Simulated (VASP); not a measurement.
A run of VASP 6.6.1:

File INCAR:

```
PREC = Accurate
ENCUT = 600
EDIFF = 1E-8
ISMEAR = 0
SIGMA = 0.03
LREAL = F
LASPH = T
NELM = 80
ALGO = Normal
ISIF = 2
LWAVE = F
LCHARG = F
GGA = PS
LEPSILON = T
KPAR = 4
```

KPOINTS

```
Automatic mesh
0
Monkhorst-Pack
  12 8 6
```

File POSCAR:

```
ScAl3N4                                 
1.0
    1.6025571103      2.7757103298     -0.0000000000
   -0.0123377946      0.0071232290      5.0288586517
    4.8627072612     -2.8074853447     -0.0153464305
  Sc              Al              N             
     1     3     4
Direct
     0.5000000000000000    0.9879131367462323    0.8344810089354132
     0.0000000000000000    0.9964275105462517    0.3335031533711274
     0.5000000000000000    0.4983886592472178    0.1730695081890035
     1.0000000000000000    0.4996175140080391    0.6596241370030069
     0.5000000000000000    0.4115162297680984    0.8352220979597721
     0.0000000000000000    0.3774024715969390    0.3321420786320191
     0.4999999999999787    0.8758100892534669    0.1882060881005912
     0.0000000000000213    0.8729243888337650    0.6437519278090523
```

Potentials or basis: VASP PAW PBE potentials, release 64 (Sc_sv, Al, N).

The run is started by

```console
$ cat potpaw_PBE.64/Sc_sv/POTCAR potpaw_PBE.64/Al/POTCAR potpaw_PBE.64/N/POTCAR > POTCAR
$ mpirun -np 4 vasp_std > vasp.out
```

Hardware: 4 MPI ranks on Intel(R) Xeon(R) 6975P-C (Granite Rapids), on a shared host.

Problem. How long does it take, and how much memory?

Solution. It took 18 min on 4 MPI ranks on Intel(R) Xeon(R) 6975P-C (Granite Rapids), with other jobs on the host, peak memory 1.7 GiB a rank. Counts: scf iterations 149, k points 144.
